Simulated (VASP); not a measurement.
The input files of a VASP run:

### KPOINTS
```
Automatic mesh
0
Gamma
6 6 6
0 0 0
```

POSCAR:
```
Ge
1
    0.0000000000     2.8855800000     2.8855800000
    2.8855800000     0.0000000000     2.8855800000
    2.8855800000     2.8855800000     0.0000000000
Ge
2
Direct
  0.0000000000   0.0000000000   0.0000000000
  0.2500000000   0.2500000000   0.2500000000
```

**INCAR**
```
SYSTEM = Ge
PREC = Accurate
ENCUT = 400
EDIFF = 1E-6
NELM = 100
ALGO = Normal
LREAL = .FALSE.
LASPH = .TRUE.
ISMEAR = 0
SIGMA = 0.05
GGA = PE
LMAXMIX = 4
LWAVE = .FALSE.
LCHARG = .FALSE.
ISIF = 2
```

POTCAR, in this order: Ge_d (PBE.64 set). Program: vasp_gam.

Output

standard output:
```
 POSCAR found type information on POSCAR Ge
 POSCAR found :  1 types and       2 ions
 Reading from existing POTCAR
 Reading from existing POTCAR
 LDA part: xc-table for (Slater+PW92), standard interpolation

 -----------------------------------------------------------------------------
|                                                                             |
|     EEEEEEE  RRRRRR   RRRRRR   OOOOOOO  RRRRRR      ###     ###     ###     |
|     E        R     R  R     R  O     O  R     R     ###     ###     ###     |
|     E        R     R  R     R  O     O  R     R     ###     ###     ###     |
|     EEEEE    RRRRRR   RRRRRR   O     O  RRRRRR       #       #       #      |
|     E        R   R    R   R    O     O  R   R                               |
|     E        R    R   R    R   O     O  R    R      ###     ###     ###     |
|     EEEEEEE  R     R  R     R  OOOOOOO  R     R     ###     ###     ###     |
|                                                                             |
|     You are using the Gamma-point-only version with more than one           |
|     k-point or some other non-Gamma k-point.                                |
|                                                                             |
|       ---->  I REFUSE TO CONTINUE WITH THIS SICK JOB ... BYE!!! <----       |
|                                                                             |
 -----------------------------------------------------------------------------
```

Task: Read the log: what went wrong, and how is it fixed?

Result: The cause: the Γ-only program was given a k-mesh. VASP stops with an error: You are using the Gamma-point-only version with more than one k-point or some other non-Gamma k-point. ----> I REFUSE TO CONTINUE WITH THIS SICK JOB ... BYE!!! <---- To mend it, run vasp_std.

The mended run (PBE GGA, plane waves, VASP's PBE PAW potentials (set 64)) converges, and its OSZICAR ends with
```
   1 F= -.89931033E+01 E0= -.89927174E+01  d E =-.771778E-03
```

The compound is Ge in the diamond structure. The cell was not relaxed at this level.
